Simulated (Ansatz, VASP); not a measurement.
## Two plane-wave programs on Si3B

Contents of INCAR:

```
SYSTEM = Si3B
  PREC = Accurate
  ENCUT = 600
  EDIFF = 1E-6
  ISMEAR = 0
  SIGMA = 0.1
  LREAL = .False.
  LASPH = .True.
  NELM = 80
  ALGO = Normal
  ISIF = 3
  LWAVE = .False.
  LCHARG = .False.
  GGA = PE
  IBRION = 2
  NSW = 90
  EDIFFG = -0.04
```

KPOINTS

```
regular mesh
0
Gamma
  6 6 6
  0 0 0
```

Contents of POSCAR:

```
Si3B
1.0
    0.0000000000      3.0336152400      3.0336152400
    3.0336152400      0.0000000000      3.0336152400
    3.0336152400      3.0336152400      0.0000000000
Si B
3 1
Direct
    0.2500000000      0.2500000000      0.2500000000
    0.7500000000      0.7500000000      0.7500000000
    0.5000000000      0.5000000000      0.5000000000
    0.0000000000      0.0000000000      0.0000000000
```

Input for Ansatz:

```yaml
crystal:
  lattice:
    - [0.0, 3.03361524, 3.03361524]
    - [3.03361524, 0.0, 3.03361524]
    - [3.03361524, 3.03361524, 0.0]
  atoms:
    - { symbol: Si, position: [0.25, 0.25, 0.25] }
    - { symbol: Si, position: [0.75, 0.75, 0.75] }
    - { symbol: Si, position: [0.5, 0.5, 0.5] }
    - { symbol: B, position: [0.0, 0.0, 0.0] }
basis:
  ecutwfc: 420
kpoints:
  mp_grid: { grid: [6, 6, 6] }
hamiltonian:
  xc: pbe
scf:
  occupations: { method: gaussian, width: 0.1 }
  lower_state_search: "off"
output:
  forces: true
  stress: true
  eigenvalues: true
relax:
  adjacent_minimum: "off"
  f_tol: 0.04
  max_steps: 70
  cell: { stress_tol: 0.4 }
```

Change from the starting cell: species swapped into the Ta3Ru type (Fm-3m, No. 225).

Alike in both runs: task relaxation of cell and atoms; functional PBE; k mesh 6 × 6 × 6; occupations gaussian, width 0.1 eV; no spin polarisation.

|  | VASP | Ansatz |
| --- | --- | --- |
| version | VASP 6.6.1 | Ansatz 0.2.0 |
| potentials or method | VASP PAW PBE potentials, release 64 (Si, B) | scalar-relativistic, plane waves, PAW |
| plane-wave cutoff (eV) | 600 | 420 |
| valence electrons in the cell | 15 | 15 |

Ansatz gave:

| Quantity | Value |
| --- | --- |
| gap on the k mesh at the Fermi level, each at its own relaxed structure (eV) | none |
| relaxed volume (Å³/atom) | 12.66 |
| relaxed cell length with the largest relative difference (Å) | 4.153 |
| energy change over the relaxation (meV/atom) | -42 |

Q: Estimate VASP's values.

A: gap on the k mesh at the Fermi level, each at its own relaxed structure (eV): none; relaxed volume (Å³/atom): 12.62; relaxed cell length with the largest relative difference (Å): 4.148; energy change over the relaxation (meV/atom): -43.

A gap of «none» marks a metal or a gap that the smearing closes.

Caveats: the bands computed are all filled at some k points, so no gap is given.
